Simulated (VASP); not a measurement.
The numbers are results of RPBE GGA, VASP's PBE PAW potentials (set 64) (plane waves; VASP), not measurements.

A VASP calculation is set up with these files.

**INCAR**
```
! general
SYSTEM  = Ta
PREC    = Accurate
ENCUT   = 520
LREAL   = .FALSE.
LASPH   = .TRUE.   ! aspherical one-centre terms

! electronic loop
EDIFF   = 1E-7   ! SCF stop (eV)
NELM    = 100   ! most electronic steps
ALGO    = Normal   ! blocked Davidson
LMAXMIX = 6   ! l cut-off of mixed one-centre charges

! smearing
ISMEAR  = 1
SIGMA   = 0.1

! functional
GGA     = RP

! ions
ISIF    = 2   ! forces and stress, cell fixed

! output
LWAVE   = .FALSE.
LCHARG  = .FALSE.
```

File KPOINTS:
```
Automatic
0
gamma
15 15 15
```

### POSCAR
```
Ta
1
   -1.6851371216     1.6851371216     1.6851371216
    1.6851371216    -1.6851371216     1.6851371216
    1.6851371216     1.6851371216    -1.6851371216
Ta
1
Direct
  0.0000000000   0.0000000000   0.0000000000
```

POTCAR, in this order: Ta_pv (PBE.64 set). Program: vasp_std.

Unless said otherwise, spin-orbit coupling is left out, though it shifts the bands of the heavy elements here.

Q: Estimate the energy per atom (σ→0), pressure, band gap (on the k-mesh).

A: 
The energy per atom (σ→0) is -11.303 eV/atom. The band gap (on the k-mesh) is none (metal, semimetal or under 0.01 eV) and the pressure is -5.06 GPa.

**OSZICAR**
```
...
DAV:   6    -0.114124022048E+02    0.37538E+00   -0.45085E-01  2251   0.816E+00    0.565E+00
DAV:   7    -0.113041656177E+02    0.10824E+00   -0.36914E-01  2268   0.695E+00    0.398E-01
DAV:   8    -0.113034785289E+02    0.68709E-03   -0.51015E-03  2284   0.904E-01    0.184E-01
DAV:   9    -0.113034324011E+02    0.46128E-04   -0.36582E-04  2304   0.237E-01    0.367E-02
DAV:  10    -0.113034240529E+02    0.83482E-05   -0.50025E-06  2405   0.329E-02    0.683E-03
DAV:  11    -0.113034244588E+02   -0.40588E-06   -0.90929E-08  1888   0.444E-03    0.113E-03
DAV:  12    -0.113034244453E+02    0.13472E-07   -0.68155E-09  1138   0.117E-03
   1 F= -.11303424E+02 E0= -.11303230E+02  d E =-.583528E-03
```

The compound is Ta in the bcc structure. This cell is one point of a volume scan, at 1.03 of the reference volume.
